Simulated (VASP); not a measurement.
Given:

```
BiTlS2
1.0
    2.03902     1.17723     7.23605
   -2.03902     1.17723     7.23605
    0.00000    -2.35445     7.23605
Tl Bi S
1 1 2
Cartesian
  0.00000   0.00000  10.85407
  0.00000   0.00000   0.00000
  0.00000   0.00000   5.66609
  0.00000   0.00000  16.04205
```

The numbers are results of PBEsol GGA, VASP's PBE PAW potentials (set 64) (plane waves; VASP), not measurements. Numerical set-up: 400 eV cut-off, Gaussian smearing of 0.050 eV, potentials Tl_d Bi_d S.

Unless said otherwise, spin-orbit coupling is left out, though it shifts the bands of the heavy elements here.

Q: What does the run give for the band gap (along the path) with the smallest direct gap where there is one?

A: 
```json
{
 "band gap (along the path)": "0.16 eV",
 "smallest direct gap (along the path)": "0.16 eV"
}
```

Total energies compare only between runs with the same potentials, cut-off and functional.

The structure comes from a computed database's TlBiS2 entry (R-3m); how it stands against other phases isn't given here. It was relaxed first.
